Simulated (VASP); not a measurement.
Data:

```yaml
crystal:
  lattice:
    - [1.83464, -3.17768, 0.00000]
    - [1.83464, 3.17768, 0.00000]
    - [0.00000, 0.00000, 5.65572]
  atoms:
    - { symbol: Dy, position: [0.33333, 0.66667, 0.25000] }
    - { symbol: Dy, position: [0.66667, 0.33333, 0.75000] }
```

These are revPBE GGA, VASP's PBE PAW potentials (set 64) (plane waves; VASP 6.6.1) values and carry that method's errors. Numerical set-up: 520 eV cut-off, Gaussian smearing of 0.050 eV, potentials Dy_3.

The 4f electrons are frozen in the core of the lanthanide potential, so 4f levels, which can set the real gap, and their magnetism are missing.

Task: What does the run give for the band gap (along the path) with the smallest direct gap where there is one?

Result: 
```yaml
band gap (along the path): none (metal, semimetal or under 0.01 eV)
```

The absolute energy has meaning only against runs of the same code, potentials and settings.

The compound is Dy in the hcp structure. It was relaxed first.
